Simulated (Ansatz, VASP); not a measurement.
# Ge3H in two plane-wave programs

One calculation is typed for both programs; each brings its own data sets. How far apart do they land? The cell is taken from a series of runs on this material, whose earlier steps may have relaxed, scaled, displaced or heated it; both programs get it as it stands.

Calculated with Ansatz 0.2.0; plane waves, with VASP 6.6.1 beside it; single point at PBEsol, spin-orbit coupling.

**1. Set-up**

The cell holds 8 atoms: 6 Ge and 2 H. Its edges and angles: a = 4.001 Å, b = 4.001 Å, c = 43.900 Å, α = 90.0°, β = 90.0°, γ = 120.0°. It derives from Ge. Vacuum lies along c.

**2. Ansatz: single point, PBEsol, spin-orbit coupling**

Ansatz runs on its PAW fully relativistic soft_1 files.

A single point gives forces, pressure and levels at one fixed geometry, so differences don't come from the geometry; what else differs is listed under the comparison.

Input file input.yaml:

```yaml
crystal:
  lattice:
    - [4.000810168, 0.0, 0.0]
    - [-2.000405084, 3.4648032412, 0.0]
    - [0.0, 0.0, 43.9]
  atoms:
    - { symbol: Ge, position: [0.3333333333, 0.6666666667, 0.4172375735] }
    - { symbol: Ge, position: [0.0, 0.0, 0.4350418714] }
    - { symbol: Ge, position: [0.0, 0.0, 0.4906877704] }
    - { symbol: Ge, position: [0.6666666667, 0.3333333333, 0.5093122296] }
    - { symbol: Ge, position: [0.6666666667, 0.3333333333, 0.5649581286] }
    - { symbol: Ge, position: [0.3333333333, 0.6666666667, 0.5827624265] }
    - { symbol: H, position: [0.3333333333, 0.6666666667, 0.3818705692] }
    - { symbol: H, position: [0.3333333333, 0.6666666667, 0.6181294308] }
  periodic: [true, true, false]
kpoints:
  mp_grid: { grid: [6, 6, 1] }
  band_path:
    path: [[0.0, 0.0, 0.0], [0.5, 0.0, 0.0], [0.3333333333, 0.3333333333, 0.0]]
    npoints: 1
hamiltonian:
  xc: pbesol
  pseudopotentials: { kind: paw_fr, azcp: { folder: soft_1 }, xc_functional: pbe }
scf:
  occupations: { method: fermi_dirac, width: 0.02 }
  n_extra_bands: 12
magnetization:
  noncollinear: true
  spin_orbit: true
output:
  eigenvalues: true
  forces: true
  stress: true
```

Command:

```
ansatz run input.yaml --threads 3 --pin off --max-ram 92160MiB --backend cuda --events-out ev --progress --plain --runs-dir out --devices 1 --max-vram 13GiB
```

Numbers of over 12 decimals in the logs are rounded to 6 here.

Log:

```text
scf.n_extra_bands = 12 over 86 filled bands (N_el = 86.0): the run solves 98 bands
GPUs: using 1 of 1 available (devices: 1).
Engine: ansatz 0.2.0, x86_64-unknown-linux-gnu
Pseudopotentials: kind: paw_fr
Pseudopotential: Ge, paw, valence charge 14, recommended cutoff 420 eV (normal), soft_1/Ge.paw.azcp
Pseudopotential: H, paw, valence charge 1, recommended cutoff 420 eV (normal), soft_1/H.paw.azcp
Functional definition: PBEsol
  exchange = pbesol_x
  correlation = pbesol_c
non-collinear run that drives no moment, with spin-orbit: no starting moment large enough to seed its density (crystal.atoms[].spin), no starting occupations that ask for one, no magnetisation constraint and no magnetic field, so the semilocal B_xc is pinned to zero
device memory: the entry about to start is reckoned to put 8.5 GiB on a device that reports 36.5 GiB free (of which the cap on the GPU budget leaves the run 13.0 GiB)
GPU FFT provider: cuFFT
GPU libraries: cuBLAS 13.8.2, cuFFT 12.4.0, cuSOLVER 12.3.4
Crystal: 8 atoms, lattice volume = 608.543 Å³
Basis set: ecut = 420 eV, 11979 PW (Γ), exchange–correlation on 54×54×600 points (8 copies of the dense FFT grid, shifted against one another)
Bands: 98, of which v1, the nominal top of the filled ones, is band 86 counted from 1 (85 counted from 0)
Symmetry: 12 space group operations + 12 with time reversal
Magnetic group: BNS 164.86 (UNI 1316), of the structure as read, at distance tolerance 8.5e-5 Å
k-points: 7 of 36
Projection manifold: j_resolved (fully-relativistic pseudo-atomic orbitals)
Non-local potential: Ge, projectors of the file, resolved by j, l = 0: 2, l = 1: 4, l = 2: 6, l = 3: 2
Non-local potential: H, projectors of the file, resolved by j, l = 0: 2, l = 1: 2
PAW form: soft (Blöchl's): semilocal exchange-correlation on the pseudo side does not see the compensation charge
PAW frozen core: Ge, regenerated for the run's functional, and the local potential with it (the file was generated under x = pbe(κ = 0.804, μ = 0.219515), c = pbe(β = 0.066725))
PAW one-centre angular grid: Ge, 590 points (default); XC on 64 Gauss nodes
PAW one-centre angular grid: H, 110 points (default); XC on 64 Gauss nodes
Initial density: superposition of atomic densities (neutral atoms: chi_scale 0, normalization atom)
Initial wavefunctions: pseudopotential atomic-orbital guess
GPU buffer pool allocated for 218700 grid points (all kernels)
GPU transforms: local potential and band sums: pruned to the plane-wave sphere, on 27×27×300
Functional: x = pbesol(κ = 0.804, μ = 0.123457), c = pbesol(β = 0.046)
iter 1 solved again at ethr=3.06e-3 eV; its pass at ethr=3.10e-3 eV (dr2=2.63e0 eV) is discarded
SCF iter   1: F=—  HF=-25552.893867 eV  |F-HF|=—  |Δ(HF+E_count)|=         —  Δρ=2.26e-2  dr2=2.61e0  dr2_m=0.00e0 (ungated)  ethr=3.06e-3  |M|=0.00e0 ∫|m|=0.00e0 μB  |m|>n=0.0e0 m-floor=0.0e0 τ_xc=0.0e0  β_m=0.30  ⟨swp⟩=1.4  Hψ=2261  notcnv=0
preconditioner: auto → Resta (q_TF=auto, 1.969 Å⁻¹)  ε∞=1.4  [insulator: Δε(μ)=0.470 eV  Ē_g=21.410 eV  σ=0.020 eV  W_gap=1.00  n_scr=92 (ndim 8)  ℏωp=14.0 eV  f_vac=0.721  D(μ)=0.00/eV (n_scr^D=0)  ε∞_Penn≈1.4  vacuum switching on, ρ_ref=3.3e-2 e/Å³]
spin=Noncollinear: Resta preconditioning applied to the charge; magnetization (m_x, m_y, m_z) channels mix plain (no charge-response kernel on spin).
SCF iter   2: F=—  HF=-25552.519865 eV  |F-HF|=—  |Δ(HF+E_count)|=   3.74e-1  Δρ=1.53e-2  dr2=1.18e0  dr2_m=0.00e0 (ungated)  ethr=3.04e-3  |M|=0.00e0 ∫|m|=0.00e0 μB  |m|>n=0.0e0 m-floor=0.0e0 τ_xc=0.0e0  β_m=0.60  ⟨swp⟩=2.1  Hψ=414  notcnv=0
SCF iter   3: F=—  HF=-25552.259746 eV  |F-HF|=—  |Δ(HF+E_count)|=   2.60e-1  Δρ=1.67e-3  dr2=1.14e-1  dr2_m=0.00e0 (ungated)  ethr=1.37e-3  |M|=0.00e0 ∫|m|=0.00e0 μB  |m|>n=0.0e0 m-floor=0.0e0 τ_xc=0.0e0  β_m=0.48  ⟨swp⟩=5.0  Hψ=639  notcnv=0  defer=6
SCF iter   4: F=—  HF=-25552.241065 eV  |F-HF|=—  |Δ(HF+E_count)|=   1.87e-2  Δρ=1.13e-3  dr2=8.53e-3  dr2_m=0.00e0 (ungated)  ethr=1.32e-4  |M|=0.00e0 ∫|m|=0.00e0 μB  |m|>n=0.0e0 m-floor=0.0e0 τ_xc=0.0e0  β_m=0.52  ⟨swp⟩=4.0  Hψ=549  notcnv=0  defer=34
SCF iter   5: F=—  HF=-25552.240851 eV  |F-HF|=—  |Δ(HF+E_count)|=   2.14e-4  Δρ=4.12e-4  dr2=3.86e-4  dr2_m=0.00e0 (ungated)  ethr=9.92e-6  |M|=0.00e0 ∫|m|=0.00e0 μB  |m|>n=0.0e0 m-floor=0.0e0 τ_xc=0.0e0  β_m=0.60  ⟨swp⟩=3.4  Hψ=566  notcnv=0  defer=34
SCF iter   6: F=—  HF=-25552.240941 eV  |F-HF|=—  |Δ(HF+E_count)|=   9.02e-5  Δρ=6.43e-5  dr2=1.42e-5  dr2_m=0.00e0 (ungated)  ethr=4.49e-7  |M|=0.00e0 ∫|m|=0.00e0 μB  |m|>n=0.0e0 m-floor=0.0e0 τ_xc=0.0e0  β_m=0.60  ⟨swp⟩=3.0  Hψ=635  notcnv=0  defer=34
SCF iter   7: F=—  HF=-25552.241040 eV  |F-HF|=—  |Δ(HF+E_count)|=   9.84e-5  Δρ=1.58e-5  dr2=1.00e-6  dr2_m=0.00e0 (ungated)  ethr=1.66e-8  |M|=0.00e0 ∫|m|=0.00e0 μB  |m|>n=0.0e0 m-floor=0.0e0 τ_xc=0.0e0  β_m=0.72  ⟨swp⟩=3.1  Hψ=650  notcnv=0  defer=34
SCF iter   8: F=-25552.241041 eV  HF=-25552.241041 eV  |F-HF|=7.17e-8  |Δ(HF+E_count)|=   9.58e-7  Δρ=3.17e-6  dr2=6.13e-8  dr2_m=0.00e0 (ungated)  ethr=1.16e-10  |M|=0.00e0 ∫|m|=0.00e0 μB  |m|>n=0.0e0 m-floor=0.0e0 τ_xc=0.0e0  ⟨swp⟩=18.0  Hψ=2224  notcnv=0
SCF 1 converged in 8 iterations: F = -25552.241041 eV  dr2 = 6.13e-8
  greatest PAW one-centre occupation: 0.998 electrons in one spin orbital (limit 2), on the Ge atom at site 5 (counted from 0), in its partial waves of l = 2
device memory: the entry about to start is reckoned to put 5.3 GiB on a device that reports 37.0 GiB free (of which the cap on the GPU budget leaves the run 13.0 GiB)
NSCF: frozen V_eff on 3 k-points
SCF converged after 8 iterations
Magnetization: |M| = 0.0000 μB,  M = (+0.0000, +0.0000, +0.0000) μB
Absolute magnetization: 0.0000 μB (∫|m|)
  site 0: m = (+0.0000, +0.0000, +0.0000) μB, |m| = 0.0000 μB  (R = 0.64 Å)
  site 1: m = (+0.0000, +0.0000, +0.0000) μB, |m| = 0.0000 μB  (R = 1.01 Å)
  site 2: m = (+0.0000, +0.0000, +0.0000) μB, |m| = 0.0000 μB  (R = 1.01 Å)
  site 3: m = (+0.0000, +0.0000, +0.0000) μB, |m| = 0.0000 μB  (R = 1.01 Å)
  site 4: m = (+0.0000, +0.0000, +0.0000) μB, |m| = 0.0000 μB  (R = 1.01 Å)
  site 5: m = (+0.0000, +0.0000, +0.0000) μB, |m| = 0.0000 μB  (R = 0.64 Å)
  site 6: m = (+0.0000, +0.0000, +0.0000) μB, |m| = 0.0000 μB  (R = 0.64 Å)
  site 7: m = (+0.0000, +0.0000, +0.0000) μB, |m| = 0.0000 μB  (R = 0.64 Å)
Free energy (F): -25552.241041 eV
Harris-Foulkes:  -25552.241041 eV  (|F-HF|=7.17e-8)
Internal energy: -25552.241039 eV  (E = F + TS)
E sigma→0 (E₀):  -25552.241040 eV
Entropy (-TS):   -0.000002 eV (-0.000 meV/atom)
Fermi energy:    -4.111280 eV
--- Per-component energies (eV) ---
  E_band       = -1984.186201
  E_kinetic    = 582.893988
  E_local      = -388207.934918  (includes V_loc(G=0)·N_el)
  E_nonlocal   = 1322.105050
  E_hartree    = 193244.972964
  E_xc         = -442.536524
  E_vxc        = -411.821162  (∫ρ·V_xc dr)
  E_paw        = -11841.122014  (= ΣΔE_a)
  E_vpaw       = -1759.364555  (= ΣTr[D̂ρ^β])
  E_aug_tail   = -0.001681  (compensation charges beyond the density's cutoff)
  E_ewald      = 179783.856191
  E_core_change = 5.525904  (= ΣΔE_core)
  E_smearing   = -0.000002  (= −TS)
  E_closure    = -0.000000  (closes the sum)
  Σ components = -25552.241041   (vs F -25552.241041, Δ=0.00e0)
--- Forces (eV/Å), atoms counted from 1 ---
  atom   1  Ge    -0.00000000     0.00000000     0.00148333
  atom   2  Ge    -0.00000000    -0.00000000     0.00738842
  atom   3  Ge     0.00000000     0.00000000    -0.00588593
  atom   4  Ge     0.00000000    -0.00000000     0.00588593
  atom   5  Ge     0.00000000     0.00000000    -0.00738842
  atom   6  Ge     0.00000000    -0.00000000    -0.00148333
  atom   7  H      0.00000000    -0.00000000    -0.00222575
  atom   8  H      0.00000000     0.00000000     0.00222575
  max |Σ_I F_I| component: 1.85e-17 eV/Å
--- 2D stress c σ (N/m, compression-positive) ---
        0.348515       0.000000       0.000000
        0.000000       0.348515       0.000000
        0.000000       0.000000       0.000000
  P = ½ c Tr σ = 0.3485 N/m
--- Band table (eV; the first three rows and the last of 7) ---
  k-point 0: bands = [... 82 lower, -4.4906, -4.4906, -4.3024, -4.3024, -3.9201, -3.9201, -3.5604, -3.5604, ... 8 higher]
  k-point 1: bands = [... 82 lower, -5.4831, -5.4831, -4.8521, -4.8521, -2.6159, -2.6159, -2.5109, -2.5109, ... 8 higher]
  k-point 2: bands = [... 82 lower, -6.0967, -6.0967, -5.5557, -5.5557, -3.2076, -3.2076, -3.0219, -3.0219, ... 8 higher]
  k-point 6: bands = [... 82 lower, -6.7641, -6.7641, -6.7601, -6.7601, -1.9748, -1.9748, -1.9652, -1.9652, ... 8 higher]
  ° read free of the cell's end (the report's vacuum.weakly_bound_levels)
```

(Part 1 of 2 ends here.)

[Lines on the potential files, build, host, timing and source positions are cut from VASP's logs without a mark.]

[Logs are printed without paths, hosts, clocks, repeated set-up lines and the standing remarks that a program may print on its own settings, such as how far it seeks lower states.]

[Hosts, paths, dates, database ids (printed as entryN), source tags and the programs' standing remarks are cut or masked in the printed files.]
